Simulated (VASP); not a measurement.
```xyz
4
Lattice="5.0479 2.5179 2.5179 2.5179 5.0479 2.5179 2.5179 2.5179 5.0479" Properties=species:S:1:pos:R:3 pbc="T T T"
Mn     0.0000     0.0000     0.0000
Mn     5.0419     5.0419     5.0419
S      2.5209     2.5209     2.5209
S      7.5628     7.5628     7.5628
```
Starting moments (μB, in the order of the record's atoms Mn Mn S S): 4.1 -4.1 0.0 0.0.

Level of theory: PBE GGA with D4 dispersion, VASP's PBE PAW potentials (set 64) (plane waves; VASP 6.6.1). Numerical set-up: 520 eV cut-off, Gaussian smearing of 0.050 eV, potentials Mn_pv S.

Q: Predict the cell moment, band gap (along the path) with the smallest direct gap where there is one.

A: 
```yaml
band gap (along the path): 0.50 eV
smallest direct gap (along the path): 0.92 eV
cell_moment: 0.00 μB
```

Only differences to runs with the same potentials and settings are physical.

The compound is MnS in the rock salt, AFM-II order structure. It was relaxed first, which changed the volume by -9 %.
